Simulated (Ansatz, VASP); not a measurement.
# PtSe2: VASP beside Ansatz, part 2 of 2

Wanted: the spread between two codes on one cell, functional and k mesh. The cell is taken from a series of runs on this material, whose earlier steps may have relaxed, scaled, displaced or heated it; both programs get it as it stands.

VASP 6.6.1 and Ansatz 0.2.0.

So far: The structure; VASP: single point, PBE; Ansatz: single point, PBE; Side by side; VASP: single point, r2SCAN.

**6. Ansatz: single point, r2SCAN**

Level of this step: Ansatz beside VASP: Kohn-Sham DFT, plane waves, r2SCAN (Ansatz).

The same cell, functional and mesh now go to Ansatz, which takes its cutoff from its data sets.

The cell is taken from a series of runs on this material, whose earlier steps may have relaxed, scaled, displaced or heated it; both programs get it as it stands.

Contents of input.yaml:

```yaml
crystal:
  lattice:
    - [3.7504907858, 0.0, 0.0]
    - [-1.8752453929, 3.2480202972, 0.0]
    - [0.0, 0.0, 28.4]
  atoms:
    - { symbol: Pt, position: [0.0, 0.0, 0.5] }
    - { symbol: Se, position: [0.3333333333, 0.6666666667, 0.5459659458] }
    - { symbol: Se, position: [0.6666666667, 0.3333333333, 0.4540340542] }
  periodic: [true, true, false]
kpoints:
  mp_grid: { grid: [9, 9, 1] }
  band_path:
    path:
      - [0.0, 0.0, 0.0]
      - [0.5, 0.0, 0.0]
      - [0.3333333333, 0.3333333333, 0.0]
      - [0.1333333333, 0.1333333333, 0.0]
      - [0.25, 0.0, 0.0]
      - [0.2, 0.0, 0.0]
    npoints: 1
hamiltonian:
  xc: r2scan
scf:
  occupations: { method: fixed }
  n_extra_bands: 5
output:
  eigenvalues: true
  forces: true
  stress: true
```

Launch:

```sh
$ ansatz run input.yaml --threads 3 --pin off --max-ram 92160MiB --backend cuda --events-out ev --progress --plain --runs-dir out --devices 1 --max-vram 13GiB
```

Numbers of over 12 decimals in the logs are rounded to 6 here.

The program printed:

```text
[...]
GPUs: using 1 of 1 available (devices: 1).
[...]
GPU FFT provider: cuFFT
GPU libraries: cuBLAS 13.8.2, cuFFT 12.4.0, cuSOLVER 12.3.4
Crystal: 3 atoms, lattice volume = 345.959 Å³
Basis set: ecut = 500 eV, 8743 PW (Γ), exchange–correlation on 120×120×864 points (64 copies of the dense FFT grid, shifted against one another)
[...]
k-point 1: bands = [... 21 lower, -7.6675, -6.3354, -6.1146, -6.0594, -3.6310, -3.0698, -0.3288 (-0.3306°), 0.1238, ... 1 higher]
  k-point 2: bands = [... 21 lower, -8.1949, -6.4475, -6.3002, -6.1394, -4.4320, -3.2756, 0.2354 (0.2348°), 0.4654, ... 1 higher]
  k-point 11: bands = [... 21 lower, -8.6424, -8.2296, -7.0410, -7.0410, -4.0259, -4.0259, 0.5365, 2.8866, ... 1 higher]
  ° read free of the cell's end (the report's vacuum.weakly_bound_levels)
[key lines of the parts left out:]
SCF converged after 7 iterations
Free energy (F): -23494.341356 eV
Fermi energy:    -6.047625 eV
P = ½ c Tr σ = -1.6767 N/m
```

**7. Comparison**

What differs besides the data sets and the points named for the pairs above, as far as they apply: VASP keeps PBE cores, Ansatz makes them for the functional; fixed occupations in Ansatz, narrow Gaussian smearing in VASP; the data sets hold 50 valence electrons in Ansatz (on its default PAW (the set named soft_2) files) and 22 in VASP; the cutoff is 500 eV in Ansatz and 440 eV in VASP. Total energies have different zeros and are not compared.

The two programs side by side:

```tsv
quantity	Ansatz	VASP	difference
gap on the k mesh (eV)	1.616	1.605	+0.011
```

Forces (eV/Å; atoms numbered as in POSCAR):

```tsv
atom	Ansatz x, y, z	VASP x, y, z
Pt1	0.000, 0.000, 0.000	0.000, 0.000, 0.000
Se2	0.000, 0.000, -0.147	0.000, 0.000, -0.137
Se3	0.000, 0.000, 0.147	0.000, 0.000, 0.137
```

The forces differ by 4.8 meV/Å r.m.s., which is 7.5 % of the r.m.s. force of 0.064 eV/Å (both taken over all components). A gap on the mesh is an upper bound, since the band edges may lie between its points; neither run holds spin-orbit coupling, which can move the band edges of a compound of Pt. With vacuum in the cell, a pressure given here is an average over mostly empty space and none of the material.

**8. VASP: single point, PBE, spin-orbit coupling**

A single point gives forces, pressure and levels at one fixed geometry, so differences don't come from the geometry; what else differs is listed under the comparison.

Contents of INCAR:

```
SYSTEM = PtSe2
PREC = Accurate
ENCUT = 400
EDIFF = 1E-06
NELM = 200
ISMEAR = 0
SIGMA = 0.01
LREAL = .FALSE.
ALGO = Normal
GGA = PE
LNONCOLLINEAR = .TRUE.
MAGMOM = 0 0 0 0 0 0 0 0 0
NBANDS = 34
GGA_COMPAT = .FALSE.
LASPH = .TRUE.
LSORBIT = .TRUE.
LMAXMIX = 4
LORBIT = 11
LWAVE = .FALSE.
LCHARG = .FALSE.
ISIF = 2
LDIPOL = .TRUE.
IDIPOL = 3
DIPOL = 0.5 0.5 0.5
LVHAR = .TRUE.
EFERMI = MIDGAP
NELMDL = -8
KPAR = 2
```

Contents of POSCAR:

```
PtSe2
1.0
    3.7504907858      0.0000000000      0.0000000000
   -1.8752453929      3.2480202972      0.0000000000
    0.0000000000      0.0000000000     28.4000000000
Pt Se
1 2
Direct
    0.0000000000      0.0000000000      0.5000000000
    0.3333333333      0.6666666667      0.5459659458
    0.6666666667      0.3333333333      0.4540340542
```

Contents of KPOINTS:

```
Automatic mesh
0
Gamma
9 9 1
0 0 0
```

PAW data sets: Pt and Se (PBE family, release 64).

Launch:

```sh
$ mpirun -np 2 vasp_ncl
```

The program printed:

```text
[... set-up lines as in an earlier step ...]
 entering main loop
       N       E                     dE             d eps       ncg     rms          rms(c)
DAV:   1     0.166404920984E+03    0.16640E+03   -0.58247E+03   832   0.742E+02
DAV:   2     0.879255652077E+01   -0.15761E+03   -0.14521E+03  1288   0.155E+02
DAV:   3    -0.150361730513E+02   -0.23829E+02   -0.23544E+02  1034   0.707E+01
DAV:   4    -0.155816216039E+02   -0.54545E+00   -0.54225E+00  1024   0.124E+01
[...]
DAV:  24    -0.146958235508E+02   -0.17860E-05   -0.27899E-08   678   0.425E-04    0.131E-04
DAV:  25    -0.146958255218E+02   -0.19710E-05   -0.60817E-08   694   0.488E-04    0.758E-05
DAV:  26    -0.146958259328E+02   -0.41098E-06   -0.40926E-09   684   0.188E-04
   1 F= -.14695826E+02 E0= -.14695826E+02  d E =0.000000E+00  mag=     0.0000    -0.0000     0.0000
```

From OUTCAR (step 8):

```text
  Total        0.0239742      0.0239742      0.0950873     -0.0000000     -0.0000000     -0.0000000
  in kB        0.1110273      0.1110273      0.4403602     -0.0000000     -0.0000000     -0.0000000
  external PRESSURE =       0.2208049 kB  Pullay stress =       0.0000000 kB

 POSITION                                       TOTAL-FORCE (eV/Angst)
 -----------------------------------------------------------------------------------
      0.00000      0.00000     14.20000        -0.000000      0.000000      0.000000
     -0.00000      2.16535     15.50543        -0.000000      0.000000      0.047543
      1.87525      1.08267     12.89457         0.000000      0.000000     -0.047543
 -----------------------------------------------------------------------------------
    total drift:                                0.000000      0.000000      0.000000

  FREE ENERGIE OF THE ION-ELECTRON SYSTEM (eV)
  ---------------------------------------------------
  free  energy   TOTEN  =       -14.6958259328 eV

  energy  without entropy=      -14.6958259328  energy(sigma->0) =      -14.69582593

 magnetization (x)
# of ion       s       p       d       tot
------------------------------------------
    1       -0.000  -0.000   0.000  -0.000
    2        0.000   0.000   0.000   0.000
    3        0.000  -0.000   0.000  -0.000
--------------------------------------------------
tot         -0.000  -0.000   0.000  -0.000

 magnetization (y)
# of ion       s       p       d       tot
------------------------------------------
    1        0.000   0.000   0.000   0.000
    2       -0.000   0.000  -0.000   0.000
    3       -0.000  -0.000  -0.000  -0.000
--------------------------------------------------
tot         -0.000   0.000  -0.000  -0.000

 magnetization (z)
# of ion       s       p       d       tot
------------------------------------------
    1        0.000   0.000   0.000   0.000
    2        0.000   0.000   0.000   0.000
    3        0.000   0.000   0.000   0.000
--------------------------------------------------
tot          0.000   0.000   0.000   0.000

[... 1 part as in an earlier step ...]

[... 2 further parts left out ...]
[key lines of the parts left out:]
E-fermi :  -2.9836
```

**9. Ansatz: single point, PBE, spin-orbit coupling**

The same cell, functional and mesh now go to Ansatz, which takes its cutoff from its data sets.

The cell is taken from a series of runs on this material, whose earlier steps may have relaxed, scaled, displaced or heated it; both programs get it as it stands.

input.yaml, the sections that differ from step 6:

```yaml
kpoints:
  mp_grid: { grid: [9, 9, 1] }
  band_path:
    path:
      - [0, 0, 0]
      - [0.5, 0, 0]
      - [0.3333333333333, 0.3333333333333, 0]
      - [0, 0, 0]
    npoints: 10
hamiltonian:
  xc: pbe
scf:
  occupations: { method: fixed }
  n_extra_bands: 10
magnetization:
  noncollinear: true
  spin_orbit: true
# crystal, output: as in step 6
```

Launch:

```sh
$ ansatz run input.yaml --threads 3 --pin off --max-ram 92160MiB --backend cuda --events-out ev --progress --plain --runs-dir out --devices 1 --max-vram 13GiB
```

The program printed:

```text
[...]
GPUs: using 1 of 1 available (devices: 1).
[...]
non-collinear run that drives no moment, with spin-orbit: no starting moment large enough to seed its density (crystal.atoms[].spin), no starting occupations that ask for one, no magnetisation constraint and no magnetic field, so the semilocal B_xc is pinned to zero
[...]
k-point 1: bands = [... 46 lower, -5.8461, -5.8461, -5.5875, -5.5875, -3.5386, -3.5386, -2.9541, -2.9541, ... 6 higher]
  k-point 2: bands = [... 46 lower, -5.9324, -5.9324, -5.7116, -5.7116, -4.3239, -4.3239, -3.1599, -3.1599, ... 6 higher]
  k-point 11: bands = [... 46 lower, -6.7229, -6.7229, -6.5587, -6.5587, -3.9007, -3.9007, -3.8973, -3.8973, ... 6 higher]
  ° read free of the cell's end (the report's vacuum.weakly_bound_levels)
[key lines of the parts left out:]
SCF converged after 8 iterations
Magnetization: |M| = 0.0000 μB,  M = (+0.0000, +0.0000, +0.0000) μB
Free energy (F): -23497.298930 eV
Fermi energy:    -5.538516 eV
P = ½ c Tr σ = 0.0173 N/m
```

**10. Differences**

What differs besides the data sets and the points named for the pairs above, as far as they apply: spin-orbit coupling enters by fully relativistic files in Ansatz and inside the spheres in VASP; the data sets hold 50 valence electrons in Ansatz (on its fully relativistic PAW (standard-fr) files) and 22 in VASP. Total energies have different zeros and are not compared.

Both answers:

```tsv
quantity	Ansatz	VASP	difference
gap on the k mesh (eV)	1.215	1.195	+0.019
```

Forces (eV/Å; atoms numbered as in POSCAR):

```tsv
atom	Ansatz x, y, z	VASP x, y, z
Pt1	0.000, 0.000, 0.000	0.000, 0.000, 0.000
Se2	0.000, 0.000, 0.035	0.000, 0.000, 0.048
Se3	0.000, 0.000, -0.035	0.000, 0.000, -0.048
```

The forces differ by 5.8 meV/Å r.m.s., which is 25.8 % of the r.m.s. force of 0.022 eV/Å (both taken over all components). A gap on the mesh is an upper bound, since the band edges may lie between its points. With vacuum in the cell, a pressure given here is an average over mostly empty space and none of the material.

**11. Outcome**

```yaml
difference_in_gap_on_the_k_mesh_single_point_pbe: 0.0086 eV
r_m_s_force_difference_single_point_r2scan: 4.8 meV/Å
difference_in_gap_on_the_k_mesh_single_point_pbe_spin_orbit_coupling: 0.019 eV
```

What this shows: The r.m.s. force difference is 4.8 meV/Å (single point, r2SCAN), within the 12 meV/Å picked in this series as the mark of a large difference. The data sets hold unlike numbers of valence electrons (50 in Ansatz and 22 in VASP), so part of the differences comes from the potentials. How closely two codes agree says nothing of how well the functional describes the real material.

[Lines on the potential files, build, host, timing and source positions are cut from VASP's logs without a mark.]

[Logs are printed without paths, hosts, clocks, repeated set-up lines and the standing remarks that a program may print on its own settings, such as how far it seeks lower states.]

[Hosts, paths, dates, database ids (printed as entryN), source tags and the programs' standing remarks are cut or masked in the printed files.]
